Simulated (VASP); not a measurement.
An input for Ansatz (written as the equivalent of a VASP run, and not itself run):

Ansatz 0.2 input:
```yaml
crystal:
  lattice:
    - [2.0804555, -5.9781399, 0.0000000]
    - [2.0804555, 5.9781399, 0.0000000]
    - [0.0000000, 0.0000000, 4.2759707]
  atoms:
    - { symbol: Pb, position: [0.8695860, 0.1304140, 0.7500000] }
    - { symbol: Pb, position: [0.1304140, 0.8695860, 0.2500000] }
    - { symbol: S, position: [0.6451390, 0.3548610, 0.7500000] }
    - { symbol: S, position: [0.3548610, 0.6451390, 0.2500000] }
kpoints:
  mp_grid: { grid: [5, 5, 5] }
hamiltonian:
  xc: r2scan
  pseudopotentials: { kind: paw }
scf:
  occupations: { method: gaussian, width: 0.05 }
  max_iter: 100
relax:
  max_steps: 60
  f_tol: 0.02
  cell: {}
output: { forces: true, stress: true, eigenvalues: true }
```

**Question.** Translate this input to VASP (INCAR, KPOINTS, POSCAR, choice of POTCAR).

**Answer.** This is not unique; one that fits is 
**POSCAR**
```
PbS
1.0
  2.0804555306  -5.9781398620   0.0000000000
  2.0804555306   5.9781398620   0.0000000000
  0.0000000000   0.0000000000   4.2759706699
Pb S
2 2
Cart
  2.0804555306  -4.4188733267   3.2069780024
  2.0804555306   4.4188733267   1.0689926675
  2.0804555306  -1.7353230520   3.2069780024
  2.0804555306   1.7353230520   1.0689926675
```

### KPOINTS
```
Automatic mesh
0
Gamma
5 5 5
0 0 0
```

**INCAR**
```
# general
SYSTEM   =  PbS
PREC     =  Accurate
ENCUT    =  400   # plane-wave cut-off (eV)
LREAL    =  .FALSE.   # projection in real space or not
LASPH    =  .TRUE.

# electronic loop
EDIFF    =  1E-6
NELM     =  100   # most electronic steps
ALGO     =  Normal
LMAXMIX  =  4   # l cut-off of mixed one-centre charges
LMIXTAU  =  .TRUE.

# smearing
ISMEAR   =  0   # Gaussian
SIGMA    =  0.05

# functional
METAGGA  =  R2SCAN

# ions
IBRION   =  2
NSW      =  60   # most ionic steps
ISIF     =  3   # ions, shape and volume
EDIFFG   =  -0.02   # ionic stop

# output
LWAVE    =  .FALSE.
LCHARG   =  .FALSE.
```

POTCAR, in this order: Pb_d S (PBE.64 set). Program: vasp_std.

The two are equivalent in intent, not identical: each code has its own PAW files, so the cut-off isn't converted (ENCUT is set for VASP's; basis.ecutwfc is left out, and Ansatz then takes the one that its files recommend); Ansatz stops its SCF on the density residual and VASP on the energy change (EDIFF).

The structure comes from a computed database's PbS entry (Cmcm); how it stands against other phases isn't given here. It was relaxed first. The start is the result of an earlier pass.
